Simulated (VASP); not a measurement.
Level of theory: PBE GGA with D3 dispersion (Becke-Johnson damping), VASP's PBE PAW potentials (set 64) (plane waves; VASP).

A VASP calculation is set up with these files.

**POSCAR**
```
SrCl2
1
    0.0000000000     3.4817862076     3.4817862076
    3.4817862076     0.0000000000     3.4817862076
    3.4817862076     3.4817862076    -0.0000000000
Sr Cl
1 2
Direct
  1.0000000000   1.0000000000   1.0000000000
  0.2500000000   0.2500000000   0.2500000000
  0.7500000000   0.7500000000   0.7500000000
```

File KPOINTS:
```
Automatic mesh
0
Gamma
6 6 6
0 0 0
```

### INCAR
```
ALGO=Normal
EDIFF=1E-7
ENCUT=520
GGA=PE
ISIF=2
ISMEAR=-5
IVDW=12
LASPH=.TRUE.
LCHARG=.TRUE.
LEFG=.TRUE.
LMAXMIX=4
LORBIT=11
LREAL=.FALSE.
LWAVE=.FALSE.
NEDOS=601
NELM=100
PREC=Accurate
SYSTEM=SrCl2
```

POTCAR, in this order: Sr_sv Cl (PBE.64 set). Program: vasp_std.

Output of the run:

OSZICAR:
```
       N       E                     dE             d eps       ncg     rms          rms(c)
DAV:   1     0.159503506588E+03    0.15950E+03   -0.11806E+04   512   0.135E+03
DAV:   2    -0.343449800238E+01   -0.16294E+03   -0.16077E+03   696   0.254E+02
DAV:   3    -0.127819509337E+02   -0.93475E+01   -0.93378E+01   720   0.661E+01
DAV:   4    -0.130491405942E+02   -0.26719E+00   -0.26714E+00   904   0.952E+00
DAV:   5    -0.130531546333E+02   -0.40140E-02   -0.40140E-02   712   0.847E-01    0.132E+01
DAV:   6    -0.127605666103E+02    0.29259E+00   -0.77461E-01   688   0.511E+00    0.861E+00
DAV:   7    -0.127716624608E+02   -0.11096E-01   -0.45611E-01   768   0.429E+00    0.203E+00
DAV:   8    -0.127757761159E+02   -0.41137E-02   -0.64099E-02   648   0.151E+00    0.332E-01
DAV:   9    -0.127772201148E+02   -0.14440E-02   -0.24174E-03   696   0.312E-01    0.124E-01
DAV:  10    -0.127785703942E+02   -0.13503E-02   -0.11524E-03   592   0.228E-01    0.317E-02
DAV:  11    -0.127786498003E+02   -0.79406E-04   -0.10610E-04   808   0.588E-02    0.379E-02
DAV:  12    -0.127786597991E+02   -0.99988E-05   -0.14958E-05   608   0.223E-02    0.126E-02
DAV:  13    -0.127786630930E+02   -0.32939E-05   -0.76538E-06   680   0.156E-02    0.391E-03
DAV:  14    -0.127786630375E+02    0.55441E-07   -0.29305E-07   640   0.385E-03
   1 F= -.13446878E+02 E0= -.13446878E+02  d E =0.000000E+00
```

File OUTCAR:
```
------------------------ aborting loop because EDIFF is reached ----------------------------------------
 Edisp (eV)   -0.66822
  FORCE on cell =-STRESS in cart. coord.  units (eV):
  Direction    XX          YY          ZZ          XY          YZ          ZX
  --------------------------------------------------------------------------------------
  Total      -0.00871    -0.00871    -0.00871     0.00000     0.00000     0.00000
  in kB      -0.16537    -0.16537    -0.16537     0.00000     0.00000     0.00000
  external pressure =       -0.17 kB  Pullay stress =        0.00 kB
  volume of cell :       84.42
      direct lattice vectors                 reciprocal lattice vectors
     0.000000000  3.481786208  3.481786208    -0.143604452  0.143604452  0.143604452
     3.481786208  0.000000000  3.481786208     0.143604452 -0.143604452  0.143604452
     3.481786208  3.481786208  0.000000000     0.143604452  0.143604452 -0.143604452
 POSITION                                       TOTAL-FORCE (eV/Angst)
 -----------------------------------------------------------------------------------
      0.00000      0.00000      0.00000        -0.000000     -0.000000     -0.000000
      1.74089      1.74089      1.74089         0.000000      0.000000      0.000000
      5.22268      5.22268      5.22268        -0.000000     -0.000000     -0.000000
 -----------------------------------------------------------------------------------
    total drift:                               -0.000000     -0.000000      0.000000
  FREE ENERGIE OF THE ION-ELECTRON SYSTEM (eV)
  ---------------------------------------------------
  free  energy   TOTEN  =       -13.4468781604 eV

  energy  without entropy=      -13.4468781604  energy(sigma->0) =      -13.44687816

 total charge

# of ion       s       p       d       tot
------------------------------------------
    1        1.997   5.776   0.154   7.927
    2        1.592   3.587   0.000   5.179
    3        1.592   3.587   0.000   5.179
--------------------------------------------------
tot          5.182  12.950   0.154  18.286

 Electric field gradients after diagonalization (V/A^2)
 (convention: |V_zz| > |V_xx| > |V_yy|)
----------------------------------------------------------------------
 ion       V_xx      V_yy      V_zz     asymmetry (V_yy - V_xx)/ V_zz
----------------------------------------------------------------------
   1       0.000     0.000    -0.000       0.000
   2      -0.000    -0.000     0.001       0.000
   3      -0.000    -0.000     0.001       0.000
```
(Selected blocks of OUTCAR.)

The compound is SrCl2 in the fluorite structure. It was relaxed first.
